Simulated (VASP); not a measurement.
A convergence study with VASP on SrTiO3 (cubic perovskite): a few settings are varied, all else stays as given below, so the limit is that of these other settings. The cell's lengths are 1 % over those of the tabulated start and one atom is moved, so it is off equilibrium.

```xyz
5
Lattice="3.9440 0.0000 0.0000 0.0000 3.9440 0.0000 0.0000 0.0000 3.9440" Properties=species:S:1:pos:R:3 pbc="T T T"
Sr     0.0000     0.0000     0.0000
Ti     1.9720     1.9720     1.9720
O      1.9720     0.0000     1.9720
O      0.0000     1.9720     1.9720
O      2.0326     1.9720     0.0000
```

Computed with LDA (Ceperley-Alder, Perdew-Zunger), VASP's LDA PAW potentials (set 64) (plane waves; VASP). The last row used: 700 eV cut-off, 4×4×4 Γ-centred mesh, Gaussian smearing of 0.050 eV, potentials Sr_sv Ti_sv O.

| setting | E (eV/atom) | pressure (GPa) | largest force (eV/Å) | electronic steps |
|---|---|---|---|---|
| ALGO = Normal, EDIFF = 1E-2 | -8.8072 | -11.63 | 0.315 | 11 |
| ALGO = Normal, EDIFF = 1E-3 | -8.8071 | -10.78 | 0.319 | 12 |
| ALGO = Normal, EDIFF = 1E-4 | -8.8071 | -11.45 | 0.319 | 13 |
| ALGO = Normal, EDIFF = 1E-5 | -8.8071 | -11.36 | 0.320 | 14 |
| ALGO = Normal, EDIFF = 1E-6 | -8.8071 | -11.37 | 0.320 | 15 |
| ALGO = Normal, EDIFF = 1E-8 | -8.8071 | -11.31 | 0.320 | 19 |
| ALGO = Normal, EDIFF = 1E-9 | -8.8071 | -11.31 | 0.320 | 21 |
| ALGO = Fast, EDIFF = 1E-2 | -8.8045 | -11.81 | 0.319 | 12 |
| ALGO = Fast, EDIFF = 1E-3 | -8.8058 | -12.22 | 0.321 | 17 |
| ALGO = Fast, EDIFF = 1E-4 | -8.8068 | -11.48 | 0.320 | 39 |
| ALGO = Fast, EDIFF = 1E-5 | -8.8071 | -11.62 | 0.320 | 61 |
| ALGO = Fast, EDIFF = 1E-6 | -8.8071 | -11.49 | 0.320 | 97 |
| ALGO = All, EDIFF = 1E-3 | -8.8069 | -10.99 | 0.319 | 19 |
| ALGO = All, EDIFF = 1E-4 | -8.8071 | -11.35 | 0.318 | 23 |
| ALGO = All, EDIFF = 1E-5 | -8.8071 | -11.39 | 0.319 | 31 |
| ALGO = All, EDIFF = 1E-6 | -8.8071 | -11.32 | 0.320 | 40 |
| ALGO = All, EDIFF = 1E-7 | -8.8071 | -11.31 | 0.320 | 48 |
| ALGO = All, EDIFF = 1E-8 | -8.8071 | -11.31 | 0.320 | 56 |
| ALGO = All, EDIFF = 1E-9 | -8.8071 | -11.31 | 0.320 | 60 |

Left out are rungs that failed or repeat a setting and relaxations that didn't move; long series are thinned to 24 rows.

The compound is SrTiO3 in the cubic perovskite structure, the ideal cubic form; the compound distorts at low or room temperature. The cell was not relaxed at this level, it is distorted from the ideal structure.
